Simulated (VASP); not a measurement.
Input of a VASP 6.6.1 run:

The input INCAR:

```
SYSTEM = Fe
PREC = Accurate ; ENCUT = 350
EDIFF = 1E-7 ; ISMEAR = 0
SIGMA = 0.1 ; LREAL = .FALSE.
LASPH = .TRUE. ; NELM = 150
ALGO = Fast ; ISIF = 2
LWAVE = .FALSE. ; LCHARG = .FALSE.
ISPIN = 2 ; MAGMOM = 2.5
LORBIT = 11 ; LMAXMIX = 4
GGA = PE
```

The input KPOINTS:

```
Automatic mesh
0
G
  20 20 20
  0 0 0
```

File POSCAR:

```
Fe                                      
1.0
   -1.4146970094      1.4146970094      1.4146970094
    1.4146970094     -1.4146970094      1.4146970094
    1.4146970094      1.4146970094     -1.4146970094
  Fe            
     1
Direct
     0.0000000000000000    0.0000000000000000    0.0000000000000000
```

KPOINTS_OPT

```
path GHNGPH,PN
15
line-mode
reciprocal
 0.0000000000  0.0000000000  0.0000000000  G
 0.5000000000 -0.5000000000  0.5000000000  H

 0.5000000000 -0.5000000000  0.5000000000  H
 0.0000000000  0.0000000000  0.5000000000  N

 0.0000000000  0.0000000000  0.5000000000  N
 0.0000000000  0.0000000000  0.0000000000  G

 0.0000000000  0.0000000000  0.0000000000  G
 0.2500000000  0.2500000000  0.2500000000  P

 0.2500000000  0.2500000000  0.2500000000  P
 0.5000000000 -0.5000000000  0.5000000000  H

 0.2500000000  0.2500000000  0.2500000000  P
 0.0000000000  0.0000000000  0.5000000000  N
```

Potentials or basis: VASP PAW PBE potentials, release 64 (Fe).

Command:

```console
$ cat potpaw_PBE.64/Fe/POTCAR > POTCAR
$ mpirun -np 1 vasp_std > vasp.out
```

Task: What does it give for the band gap along the path?

Result: None (metal or under the smearing width).

Task: What does it give for the pressure?

Result: 0.0 GPa.

Task: What does it give for the site moments?

Result: Fe +2.19 μB.

Levels at the corners of the path, in eV from the Fermi level:
Spin up:
```tsv
point	band 2	band 3	band 4	band 5	band 6	band 7	band 8	band 9
Γ	-2.31	-2.31	-2.31	-1.09	-1.09	25.05	25.05	25.05
H	-4.87	0.12	0.12	0.12	9.95	9.95	9.95	15.68
H	-4.87	0.12	0.12	0.12	9.95	9.95	9.95	15.68
N	-3.40	-1.03	-0.90	0.39	0.52	7.38	18.39	20.27
N	-3.40	-1.03	-0.90	0.39	0.52	7.38	18.39	20.27
Γ	-2.31	-2.31	-2.31	-1.09	-1.09	25.05	25.05	25.05
Γ	-2.31	-2.31	-2.31	-1.09	-1.09	25.05	25.05	25.05
P	-3.24	-3.24	-0.87	-0.87	8.66	8.66	8.66	10.88
P	-3.24	-3.24	-0.87	-0.87	8.66	8.66	8.66	10.88
H	-4.87	0.12	0.12	0.12	9.95	9.95	9.95	15.68
P	-3.24	-3.24	-0.87	-0.87	8.66	8.66	8.66	10.88
N	-3.40	-1.03	-0.90	0.39	0.52	7.38	18.39	20.27
```
Spin down:
| point | band 1 | band 2 | band 3 | band 4 | band 5 | band 6 |
| --- | --- | --- | --- | --- | --- | --- |
| Γ | -8.29 | -0.40 | -0.40 | -0.40 | 1.66 | 1.66 |
| H | -3.05 | -3.05 | 2.30 | 2.30 | 2.30 | 10.22 |
| H | -3.05 | -3.05 | 2.30 | 2.30 | 2.30 | 10.22 |
| N | -3.66 | -1.69 | 0.62 | 1.51 | 1.92 | 2.61 |
| N | -3.66 | -1.69 | 0.62 | 1.51 | 1.92 | 2.61 |
| Γ | -8.29 | -0.40 | -0.40 | -0.40 | 1.66 | 1.66 |
| Γ | -8.29 | -0.40 | -0.40 | -0.40 | 1.66 | 1.66 |
| P | -1.85 | -1.85 | -1.85 | 1.97 | 1.97 | 9.54 |
| P | -1.85 | -1.85 | -1.85 | 1.97 | 1.97 | 9.54 |
| H | -3.05 | -3.05 | 2.30 | 2.30 | 2.30 | 10.22 |
| P | -1.85 | -1.85 | -1.85 | 1.97 | 1.97 | 9.54 |
| N | -3.66 | -1.69 | 0.62 | 1.51 | 1.92 | 2.61 |
